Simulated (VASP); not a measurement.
Data:

```xyz
3
Lattice="2.1921 1.2656 7.4275 -2.1921 1.2656 7.4275 0.0000 -2.5313 7.4275" Properties=species:S:1:pos:R:3 pbc="T T T"
Pb     0.0000     0.0000    22.2822
I      0.0000     0.0000    16.8724
I      0.0000     0.0000    12.8370
```

Method: PBEsol GGA, VASP's PBE PAW potentials (set 64) (plane waves; VASP). Run with 400 eV cut-off, 7×7×7 Γ-centred mesh, tetrahedra with Blöchl corrections, potentials Pb_d I.

The cores are frozen, which limits the accuracy of field gradients. Without a dispersion term in the relaxation, distances and binding between the weakly bound layers, chains or molecules are unreliable, and so is what depends on them.

Question: Give the principal components of the electric field gradient (V/Å²) and the asymmetry η at each nucleus.

Answer: 
```
atom   Vxx   Vyy    Vzz     η
----  ----  ----  -----  ----
Pb1   28.3  28.3  -56.6  0.00
I2     6.5   6.5  -13.1  0.00
I3     4.5   4.5   -9.1  0.00
```

The structure was generated: PbI2 was put into the 3R-MoS2 type (R3m), which need not be its known phase. It was relaxed first, which changed the volume by +8 %.
